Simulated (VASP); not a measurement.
Data:

```yaml
crystal:
  lattice:
    - [-3.01946, 3.01946, 2.75105]
    - [3.01946, -3.01946, 2.75105]
    - [3.01946, 3.01946, -2.75105]
  atoms:
    - { symbol: Ge, position: [0.14996, 0.64996, 0.79992] }
    - { symbol: Ge, position: [0.35004, 0.14996, 0.50000] }
    - { symbol: Ge, position: [0.64996, 0.85004, 0.50000] }
    - { symbol: Ge, position: [0.85004, 0.35004, 0.20008] }
    - { symbol: Pt, position: [0.75000, 0.75000, 0.00000] }
    - { symbol: Pt, position: [0.25000, 0.25000, 0.00000] }
```

Calculation: PBEsol GGA, VASP's PBE PAW potentials (set 64) (plane waves; VASP 6.6.1). Numerical set-up: 400 eV cut-off, 9×9×9 Γ-centred mesh, tetrahedra with Blöchl corrections, potentials Ge_d Pt.

The cores are frozen, which limits the accuracy of field gradients.

**Question.** Give the principal components of the electric field gradient (V/Å²) and the asymmetry η at each nucleus.

**Answer.** 
```csv
atom,Vxx,Vyy,Vzz,η
Ge1,-39.0,-10.2,49.3,0.58
Ge2,-39.0,-10.2,49.3,0.58
Ge3,-39.0,-10.2,49.3,0.58
Ge4,-39.0,-10.2,49.3,0.58
Pt5,59.0,59.0,-118.1,0.00
Pt6,59.0,59.0,-118.1,0.00
```

The structure was generated: Ge2Pt was put into the Al2Cu type (I4/mcm), which need not be its known phase. It was relaxed first, which changed the volume by -10 %.
